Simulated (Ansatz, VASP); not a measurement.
# AlRh (Al-Rh-Rh-Al stack, (100) layers) in two plane-wave programs

Wanted: the spread between two codes on one cell, functional and k mesh. The cell is taken from a series of runs on this material, whose earlier steps may have relaxed, scaled, displaced or heated it; both programs get it as it stands.

Calculated with Ansatz 0.2.0; plane waves, with VASP 6.6.1 beside it; PBEsol.

## Step 1: The structure

The cell holds 4 atoms: 2 Al and 2 Rh. Its edges and angles: a = 3.047 Å, b = 3.047 Å, c = 35.200 Å, α = 90.0°, β = 90.0°, γ = 90.0°. It derives from AlRh. Vacuum lies along c.

Structure file:

```xyz
4
Lattice="3.0466 0.0000 0.0000 0.0000 3.0466 0.0000 0.0000 0.0000 35.2000" Properties=species:S:1:pos:R:3
Al    0.0000    0.0000    6.3286
Al    1.5233    1.5233   10.3714
Rh    1.5233    1.5233    7.3850
Rh    0.0000    0.0000    9.3150
```

## Step 2: VASP: zone-centre phonons, PBEsol

Second derivatives magnify differences that forces hide, and they need a tight electronic threshold.

Lines of VASP's logs that name or quote its potential files are left out, and so is its time.

INCAR reads:

```
SYSTEM = AlRh
PREC = Accurate
ENCUT = 500
EDIFF = 1E-08
NELM = 120
ISMEAR = 1
SIGMA = 0.2
LREAL = .FALSE.
ALGO = Normal
GGA = PS
NBANDS = 24
LASPH = .TRUE.
LORBIT = 11
LWAVE = .FALSE.
LCHARG = .FALSE.
ISIF = 2
IBRION = 8
GGA_COMPAT = .FALSE.
NELMDL = -8
```

POSCAR reads:

```
AlRh
1.0
    3.0466293398      0.0000000000      0.0000000000
    0.0000000000      3.0466293398      0.0000000000
    0.0000000000      0.0000000000     35.1999998240
Al Rh
2 2
Direct
    0.0000000000      0.0000000000      0.1797889815
    0.5000000000      0.5000000000      0.2946428391
    0.5000000000      0.5000000000      0.2098008549
    0.0000000000      0.0000000000      0.2646309657
```

KPOINTS reads:

```
Automatic mesh
0
Gamma
8 8 1
0 0 0
```

PAW data sets: Al and Rh_pv (PBE family, release 64).

On the command line:

```console
> mpirun -np 1 vasp_std
```

Numbers of over 12 decimals in the logs are rounded to 6 here.

Output:

```text
[banner, memory and clock lines left out]
running    1 mpi-ranks, on    1 nodes
 distrk:  each k-point on    1 cores,    1 groups
 distr:  one band on    1 cores,    1 groups

 POSCAR found type information on POSCAR AlRh
 POSCAR found :  2 types and       4 ions
|                                                                             |
|               ----> ADVICE to this user running VASP <----                  |
|                                                                             |
|     You enforced a specific xc type in the INCAR file but a different       |
|     [... a line on the potential file left out ...]
|     I HOPE YOU KNOW WHAT YOU ARE DOING!                                     |
|                                                                             |

 LDA part: xc-table for (Slater+PW92), standard interpolation
 POSCAR, INCAR and KPOINTS ok, starting setup
 FFT: planning ... GRIDC
 FFT: planning ... GRID_SOFT
 FFT: planning ... GRID
 WAVECAR not read
 entering main loop
       N       E                     dE             d eps       ncg     rms          rms(c)
DAV:   1     0.216880162574E+03    0.21688E+03   -0.18635E+04   960   0.111E+03
DAV:   2    -0.169055868601E+02   -0.23379E+03   -0.22639E+03   880   0.273E+02
DAV:   3    -0.273758931317E+02   -0.10470E+02   -0.10199E+02   928   0.542E+01
DAV:   4    -0.275363937269E+02   -0.16050E+00   -0.16038E+00  1048   0.747E+00
DAV:   5    -0.275401486755E+02   -0.37549E-02   -0.37544E-02  1032   0.906E-01
DAV:   6    -0.275403404255E+02   -0.19175E-03   -0.19175E-03  1104   0.175E-01
DAV:   7    -0.275403459788E+02   -0.55532E-05   -0.55514E-05  1056   0.231E-02
DAV:   8    -0.275403463674E+02   -0.38860E-06   -0.38824E-06  1080   0.401E-03    0.133E+01
DAV:   9    -0.259658020631E+02    0.15745E+01   -0.25413E+00   840   0.123E+01    0.445E+00
DAV:  10    -0.254883048229E+02    0.47750E+00   -0.99633E-01   848   0.445E+00    0.248E+00
DAV:  11    -0.253997621668E+02    0.88543E-01   -0.34915E-01   872   0.443E+00    0.482E-01
DAV:  12    -0.253829927740E+02    0.16769E-01   -0.22678E-02   920   0.835E-01    0.228E-01
DAV:  13    -0.253789134994E+02    0.40793E-02   -0.41629E-03   896   0.428E-01    0.124E-01
DAV:  14    -0.253788346621E+02    0.78837E-04   -0.22558E-03   816   0.245E-01    0.558E-02
[...]
DAV:  23    -0.253834176125E+02   -0.15442E-04   -0.91455E-07   816   0.156E-03    0.195E-04
DAV:  24    -0.253834222380E+02   -0.46255E-05   -0.24495E-07   648   0.631E-04    0.136E-04
DAV:  25    -0.253834239565E+02   -0.17184E-05   -0.71396E-08   616   0.391E-04    0.377E-05
DAV:  26    -0.253834242563E+02   -0.29982E-06   -0.43527E-09   544   0.145E-04    0.203E-05
DAV:  27    -0.253834243898E+02   -0.13356E-06    0.13316E-10   504   0.947E-05    0.102E-05
DAV:  28    -0.253834244365E+02   -0.46623E-07    0.22722E-09   576   0.560E-05    0.105E-05
DAV:  29    -0.253834244505E+02   -0.14041E-07    0.23347E-09   584   0.426E-05    0.665E-06
DAV:  30    -0.253834244594E+02   -0.88930E-08    0.23844E-09   568   0.276E-05
   1 F= -.25383424E+02 E0= -.25381989E+02  d E =-.430513E-02
 Linear response reoptimize wavefunctions to high precision
DAV:   1    -0.253834244636E+02   -0.41737E-08    0.24557E-09   520   0.203E-05
DAV:   2    -0.253834244635E+02    0.21828E-10    0.24709E-09   528   0.125E-05
DAV:   3    -0.253834244635E+02    0.58208E-10    0.24759E-09   496   0.942E-06
 Linear response DOF=           4
 Linear response progress:
  Degree of freedom:   1/  4
       N       E                     dE             d eps       ncg     rms          rms(c)
RMM:   1    -0.585644450653E-02   -0.58564E-02    0.38964E-03  2071   0.101E+00
RMM:   2    -0.568618599333E-02    0.17026E-03   -0.83277E-04  1771   0.159E-01    0.641E-02
RMM:   3    -0.562562242767E-02    0.60564E-04   -0.16227E-04  1773   0.762E-02    0.337E-02
RMM:   4    -0.566142700352E-02   -0.35805E-04   -0.10495E-04  1911   0.533E-02    0.721E-03
RMM:   5    -0.565537311722E-02    0.60539E-05   -0.58788E-06  1826   0.173E-02    0.253E-03
RMM:   6    -0.565430429983E-02    0.10688E-05   -0.53522E-07  2014   0.546E-03    0.151E-03
RMM:   7    -0.565285414393E-02    0.14502E-05   -0.10043E-07  1913   0.189E-03    0.642E-04
RMM:   8    -0.565310905011E-02   -0.25491E-06   -0.23972E-08  1855   0.113E-03    0.363E-04
RMM:   9    -0.565338959995E-02   -0.28055E-06   -0.18818E-08  1867   0.521E-04    0.177E-04
RMM:  10    -0.565340592669E-02   -0.16327E-07   -0.90748E-10  1996   0.183E-04    0.764E-05
RMM:  11    -0.565343209382E-02   -0.26167E-07   -0.92418E-12  1869   0.101E-04    0.343E-05
RMM:  12    -0.565345359049E-02   -0.21497E-07    0.21607E-09  1969   0.421E-05    0.740E-06
RMM:  13    -0.565343821329E-02    0.15377E-07    0.37570E-09  1946   0.187E-05    0.424E-06
RMM:  14    -0.565343719595E-02    0.10173E-08   -0.22717E-09  1916   0.490E-06    0.999E-07
 first order change of Fermi-energy   0.14417E-03
 force on displaced ion       1 direction 1 :  -8.478   0.000  -0.000
 Linear response progress:
  Degree of freedom:   2/  4
       N       E                     dE             d eps       ncg     rms          rms(c)
RMM:   1    -0.179878959875E-01   -0.17988E-01    0.36236E-03  1957   0.822E-01
RMM:   2    -0.165078783479E-01    0.14800E-02   -0.27566E-03  1112   0.216E-01    0.142E-01
RMM:   3    -0.169507577336E-01   -0.44288E-03   -0.25514E-03  1092   0.278E-01    0.212E-01
RMM:   4    -0.163467551399E-01    0.60400E-03   -0.12350E-03  1066   0.204E-01    0.659E-02
RMM:   5    -0.163430675976E-01    0.36875E-05   -0.21278E-04  1074   0.865E-02    0.251E-02
RMM:   6    -0.163201077227E-01    0.22960E-04   -0.44171E-05  1070   0.405E-02    0.692E-03
RMM:   7    -0.163074282287E-01    0.12679E-04   -0.17933E-05  1133   0.141E-02    0.402E-03
RMM:   8    -0.163004556853E-01    0.69725E-05   -0.10350E-05  1166   0.437E-03    0.208E-03
RMM:   9    -0.162968060445E-01    0.36496E-05   -0.65965E-06  1167   0.219E-03    0.126E-03
RMM:  10    -0.162963001764E-01    0.50587E-06   -0.94259E-07  1126   0.135E-03    0.152E-04
RMM:  11    -0.162960571209E-01    0.24306E-06   -0.46463E-07  1193   0.331E-04    0.131E-04
RMM:  12    -0.162960855952E-01   -0.28474E-07   -0.24932E-07  1189   0.151E-04    0.288E-05
RMM:  13    -0.162960469484E-01    0.38647E-07   -0.42177E-08  1203   0.592E-05    0.211E-05
RMM:  14    -0.162960321544E-01    0.14794E-07   -0.14020E-08  1185   0.713E-05    0.358E-05
RMM:  15    -0.162960575146E-01   -0.25360E-07   -0.96196E-09  1168   0.340E-05    0.130E-05
RMM:  16    -0.162960603414E-01   -0.28268E-08   -0.73130E-09  1204   0.279E-05    0.627E-06
 first order change of Fermi-energy  -0.18606E+00
 force on displaced ion       1 direction 3 :  -0.000   0.000  -6.284
 Linear response progress:
  Degree of freedom:   3/  4
       N       E                     dE             d eps       ncg     rms          rms(c)
RMM:   1    -0.370547674621E+00   -0.37055E+00    0.25699E+01  1254   0.736E+01
RMM:   2    -0.508794152034E+00   -0.13825E+00   -0.16908E-01  1772   0.308E+00    0.119E-01
RMM:   3    -0.510028612701E+00   -0.12345E-02   -0.37663E-03  2063   0.377E-01    0.710E-02
RMM:   4    -0.509897558870E+00    0.13105E-03   -0.41874E-04  2018   0.128E-01    0.134E-02
RMM:   5    -0.509842128435E+00    0.55430E-04   -0.36636E-05  2217   0.345E-02    0.783E-03
RMM:   6    -0.509814250763E+00    0.27878E-04   -0.99120E-06  1986   0.175E-02    0.793E-03
RMM:   7    -0.509800312534E+00    0.13938E-04   -0.32523E-06  1922   0.114E-02    0.884E-04
RMM:   8    -0.509799896623E+00    0.41591E-06   -0.72046E-07  2229   0.336E-03    0.588E-04
RMM:   9    -0.509800610005E+00   -0.71338E-06   -0.42442E-07  2072   0.133E-03    0.276E-04
RMM:  10    -0.509801029867E+00   -0.41986E-06   -0.68769E-08  2075   0.812E-04    0.897E-05
RMM:  11    -0.509801223173E+00   -0.19331E-06   -0.61876E-08  2072   0.423E-04    0.386E-05
RMM:  12    -0.509801476824E+00   -0.25365E-06   -0.46584E-08  2227   0.244E-04    0.292E-05
RMM:  13    -0.509801823443E+00   -0.34662E-06    0.34280E-08  1998   0.174E-04    0.685E-06
RMM:  14    -0.509801761496E+00    0.61947E-07   -0.81439E-09  2119   0.113E-04    0.594E-06
RMM:  15    -0.509801752109E+00    0.93874E-08    0.27053E-08  2198   0.761E-05    0.385E-06
 first order change of Fermi-energy  -0.24120E-03
 force on displaced ion       3 direction 1 :  -9.226   0.000   0.001
 Linear response progress:
  Degree of freedom:   4/  4
       N       E                     dE             d eps       ncg     rms          rms(c)
RMM:   1    -0.477355662869E+00   -0.47736E+00    0.27410E+01   768   0.724E+01
RMM:   2    -0.613148236611E+00   -0.13579E+00   -0.16707E-01  1051   0.303E+00    0.176E-01
RMM:   3    -0.614183745405E+00   -0.10355E-02   -0.34870E-03  1193   0.404E-01    0.145E-01
RMM:   4    -0.613932950791E+00    0.25079E-03   -0.14329E-03  1123   0.238E-01    0.134E-01
RMM:   5    -0.613727991219E+00    0.20496E-03   -0.49281E-04  1124   0.164E-01    0.369E-02
RMM:   6    -0.613636602752E+00    0.91388E-04   -0.10462E-04  1180   0.716E-02    0.118E-02
RMM:   7    -0.613602234842E+00    0.34368E-04   -0.13533E-05  1301   0.231E-02    0.617E-03
RMM:   8    -0.613571122131E+00    0.31113E-04   -0.38301E-06  1166   0.126E-02    0.198E-03
RMM:   9    -0.613571376752E+00   -0.25462E-06   -0.20755E-06  1218   0.499E-03    0.745E-04
RMM:  10    -0.613567803606E+00    0.35731E-05   -0.19167E-06  1292   0.206E-03    0.409E-04
RMM:  11    -0.613564881102E+00    0.29225E-05   -0.96315E-07  1210   0.115E-03    0.288E-04
RMM:  12    -0.613564159699E+00    0.72140E-06   -0.44087E-07  1247   0.703E-04    0.181E-04
RMM:  13    -0.613562900748E+00    0.12590E-05   -0.60246E-07  1251   0.660E-04    0.887E-05
RMM:  14    -0.613562473278E+00    0.42747E-06   -0.32169E-07  1363   0.360E-04    0.671E-05
RMM:  15    -0.613562001290E+00    0.47199E-06   -0.35555E-07  1258   0.308E-04    0.367E-05
RMM:  16    -0.613562040754E+00   -0.39464E-07   -0.20968E-07  1254   0.181E-04    0.192E-05
RMM:  17    -0.613562085298E+00   -0.44544E-07   -0.16840E-07  1267   0.114E-04    0.938E-06
RMM:  18    -0.613562053850E+00    0.31448E-07   -0.13331E-07  1301   0.808E-05    0.539E-06
RMM:  19    -0.613562019296E+00    0.34554E-07   -0.11098E-07  1228   0.535E-05    0.326E-06
RMM:  20    -0.613562047749E+00   -0.28453E-07   -0.91058E-08  1239   0.334E-05    0.225E-06
RMM:  21    -0.613562059989E+00   -0.12240E-07   -0.36415E-08  1217   0.276E-05    0.115E-06
RMM:  22    -0.613562058372E+00    0.16170E-08   -0.40170E-08  1150   0.172E-05    0.606E-07
 first order change of Fermi-energy  -0.11030E+00
 force on displaced ion       3 direction 3 :   0.000   0.000 -10.515
 Linear response finished
```

OUTCAR, selected parts (step 2):

```text
ion  position               nearest neighbor table
   1  0.000  0.000  0.180-   3 2.40   3 2.40   3 2.40   3 2.40   4 2.99
   2  0.500  0.500  0.295-   4 2.40   4 2.40   4 2.40   4 2.40   3 2.99
   3  0.500  0.500  0.210-   1 2.40   1 2.40   1 2.40   1 2.40   4 2.89   4 2.89   4 2.89   4 2.89
                             2 2.99
   4  0.000  0.000  0.265-   2 2.40   2 2.40   2 2.40   2 2.40   3 2.89   3 2.89   3 2.89   3 2.89
                             1 2.99

  LATTYP: Found a simple tetragonal cell.
 ALAT       =     3.0466293398
 C/A-ratio  =    11.5537519987

 Subroutine GETGRP returns: Found 16 space group operations
 (whereof  8 operations were pure point group operations)

The static configuration has the point symmetry C_4v.
 The point group associated with its full space group is D_4h.

 Found     15 irreducible k-points:

   k-points           NKPTS =     15   k-points in BZ     NKDIM =     15   number of bands    NBANDS=     24

   dimension x,y,z NGX =    24 NGY =   24 NGZ =  270
   dimension x,y,z NGXF=    48 NGYF=   48 NGZF=  540

   ENCUT  =  500.0 eV  36.75 Ry    6.06 a.u.   5.55  5.55 64.18*2*pi/ulx,y,z

   NELECT =      36.0000    total number of electrons

 k-points in reciprocal lattice and weights: Automatic mesh
   0.00000000  0.00000000  0.00000000       0.016
   0.12500000  0.00000000  0.00000000       0.062
   0.25000000  0.00000000  0.00000000       0.062
   0.37500000  0.00000000  0.00000000       0.062
   0.50000000  0.00000000  0.00000000       0.031
   0.12500000  0.12500000  0.00000000       0.062
   0.25000000  0.12500000  0.00000000       0.125
   0.37500000  0.12500000  0.00000000       0.125
   0.50000000  0.12500000  0.00000000       0.062
[...]
0.50000000  0.37500000  0.00000000       0.062
   0.50000000  0.50000000  0.00000000       0.016

 average (electrostatic) potential at core
       1 -81.0173       2 -81.0173       3 -82.8911       4 -82.8911

  Total       -0.1024827     -0.1024827      0.3595807      0.0000000      0.0000000      0.0000000
  in kB       -0.5025498     -0.5025498      1.7632952      0.0000000      0.0000000      0.0000000
  external PRESSURE =       0.2527319 kB  Pullay stress =       0.0000000 kB

  energy-cutoff  :      500.00
  volume of cell :      326.72
      direct lattice vectors                 reciprocal lattice vectors
     3.046629340  0.000000000  0.000000000     0.328231593  0.000000000  0.000000000
     0.000000000  3.046629340  0.000000000     0.000000000  0.328231593  0.000000000
     0.000000000  0.000000000 35.199999824     0.000000000  0.000000000  0.028409091

 POSITION                                       TOTAL-FORCE (eV/Angst)
 -----------------------------------------------------------------------------------
      0.00000      0.00000      6.32857        -0.000000     -0.000000     -0.060490
      1.52331      1.52331     10.37143        -0.000000      0.000000      0.060490
      1.52331      1.52331      7.38499         0.000000      0.000000     -0.066810
      0.00000      0.00000      9.31501        -0.000000     -0.000000      0.066810
 -----------------------------------------------------------------------------------
    total drift:                                0.000000      0.000000      0.000033

 Eigenvectors and eigenvalues of the dynamical matrix
 ----------------------------------------------------

   1 f  =    9.874903 THz    62.045848 2PiTHz  329.391322 cm-1    40.839301 meV
             X         Y         Z           dx          dy          dz
      0.000000  0.000000  6.328572     0.297415   -0.554584   -0.000000
      1.523315  1.523315 10.371428     0.297415   -0.554584   -0.000000
      1.523315  1.523315  7.384990    -0.152398    0.284175    0.000000
      0.000000  0.000000  9.315010    -0.152398    0.284175    0.000000

   2 f  =    9.874903 THz    62.045848 2PiTHz  329.391322 cm-1    40.839301 meV
             X         Y         Z           dx          dy          dz
      0.000000  0.000000  6.328572     0.554584    0.297415    0.000000
      1.523315  1.523315 10.371428     0.554584    0.297415    0.000000
      1.523315  1.523315  7.384990    -0.284175   -0.152398   -0.000000
      0.000000  0.000000  9.315010    -0.284175   -0.152398    0.000000

   3 f  =    9.711251 THz    61.017590 2PiTHz  323.932466 cm-1    40.162489 meV
             X         Y         Z           dx          dy          dz
      0.000000  0.000000  6.328572     0.548997   -0.312140   -0.000000
      1.523315  1.523315 10.371428    -0.548997    0.312140    0.000000
      1.523315  1.523315  7.384990    -0.276506    0.157212    0.000000
      0.000000  0.000000  9.315010     0.276506   -0.157212   -0.000000

   4 f  =    9.711251 THz    61.017590 2PiTHz  323.932466 cm-1    40.162489 meV
             X         Y         Z           dx          dy          dz
      0.000000  0.000000  6.328572     0.312140    0.548997   -0.000000
      1.523315  1.523315 10.371428    -0.312140   -0.548997   -0.000000
      1.523315  1.523315  7.384990    -0.157212   -0.276506    0.000000
      0.000000  0.000000  9.315010     0.157212    0.276506    0.000000

   5 f  =    8.635543 THz    54.258718 2PiTHz  288.050716 cm-1    35.713721 meV
             X         Y         Z           dx          dy          dz
      0.000000  0.000000  6.328572    -0.000000    0.000000    0.612497
      1.523315  1.523315 10.371428    -0.000000   -0.000000   -0.612497
      1.523315  1.523315  7.384990    -0.000000    0.000000   -0.353337
      0.000000  0.000000  9.315010     0.000000    0.000000    0.353337

   6 f  =    8.103436 THz    50.915387 2PiTHz  270.301515 cm-1    33.513102 meV
             X         Y         Z           dx          dy          dz
      0.000000  0.000000  6.328572     0.000000    0.000000    0.629330
      1.523315  1.523315 10.371428    -0.000000   -0.000000    0.629330
      1.523315  1.523315  7.384990    -0.000000   -0.000000   -0.322404
      0.000000  0.000000  9.315010     0.000000    0.000000   -0.322404

   7 f  =    4.853302 THz    30.494198 2PiTHz  161.888740 cm-1    20.071637 meV
             X         Y         Z           dx          dy          dz
      0.000000  0.000000  6.328572     0.000000    0.000000   -0.353337
      1.523315  1.523315 10.371428    -0.000000   -0.000000    0.353337
      1.523315  1.523315  7.384990     0.000000    0.000000   -0.612497
      0.000000  0.000000  9.315010    -0.000000   -0.000000    0.612497

   8 f  =    2.364727 THz    14.858021 2PiTHz   78.878816 cm-1     9.779722 meV
             X         Y         Z           dx          dy          dz
      0.000000  0.000000  6.328572    -0.034351   -0.316214   -0.000000
      1.523315  1.523315 10.371428     0.034351    0.316214   -0.000000
      1.523315  1.523315  7.384990    -0.068203   -0.627835   -0.000000
      0.000000  0.000000  9.315010     0.068203    0.627835   -0.000000

   9 f  =    2.364727 THz    14.858021 2PiTHz   78.878816 cm-1     9.779722 meV
             X         Y         Z           dx          dy          dz
      0.000000  0.000000  6.328572    -0.316214    0.034351    0.000000
      1.523315  1.523315 10.371428     0.316214   -0.034351    0.000000
      1.523315  1.523315  7.384990    -0.627835    0.068203    0.000000
      0.000000  0.000000  9.315010     0.627835   -0.068203    0.000000

  10 f/i=    0.001616 THz     0.010152 2PiTHz    0.053893 cm-1     0.006682 meV
             X         Y         Z           dx          dy          dz
      0.000000  0.000000  6.328572     0.000000   -0.000000    0.322404
      1.523315  1.523315 10.371428     0.000000   -0.000000    0.322404
      1.523315  1.523315  7.384990     0.000000   -0.000000    0.629330
      0.000000  0.000000  9.315010     0.000000   -0.000000    0.629330

  11 f/i=    0.002855 THz     0.017941 2PiTHz    0.095244 cm-1     0.011809 meV
             X         Y         Z           dx          dy          dz
      0.000000  0.000000  6.328572     0.295745   -0.128514   -0.000000
      1.523315  1.523315 10.371428     0.295745   -0.128514   -0.000000
      1.523315  1.523315  7.384990     0.577163   -0.250802   -0.000000
      0.000000  0.000000  9.315010     0.577163   -0.250802   -0.000000

  12 f/i=    0.002855 THz     0.017941 2PiTHz    0.095244 cm-1     0.011809 meV
             X         Y         Z           dx          dy          dz
      0.000000  0.000000  6.328572    -0.128514   -0.295745   -0.000000
      1.523315  1.523315 10.371428    -0.128514   -0.295745   -0.000000
      1.523315  1.523315  7.384990    -0.250802   -0.577163   -0.000000
      0.000000  0.000000  9.315010    -0.250802   -0.577163   -0.000000

 ELASTIC MODULI CONTR FROM IONIC RELAXATION (kBar)
 Direction    XX          YY          ZZ          XY          YZ          ZX
 --------------------------------------------------------------------------------
 XX        -297.6693   -297.6693   -217.8715      0.0000      0.0000      0.0000
 YY        -297.6693   -297.6693   -217.8715      0.0000      0.0000      0.0000
 ZZ        -217.8715   -217.8715   -227.3087      0.0000      0.0000      0.0000
 XY           0.0000      0.0000      0.0000      0.0000      0.0000      0.0000
 YZ           0.0000      0.0000      0.0000      0.0000   -143.7206     -0.0000
 ZX           0.0000      0.0000      0.0000      0.0000     -0.0000   -145.5151
 --------------------------------------------------------------------------------
```

(Part 1 of 2 ends here.)

[Lines on the potential files, build, host, timing and source positions are cut from VASP's logs without a mark.]

[Logs are printed without paths, hosts, clocks, repeated set-up lines and the standing remarks that a program may print on its own settings, such as how far it seeks lower states.]

[Hosts, paths, dates, database ids (printed as entryN), source tags and the programs' standing remarks are cut or masked in the printed files.]
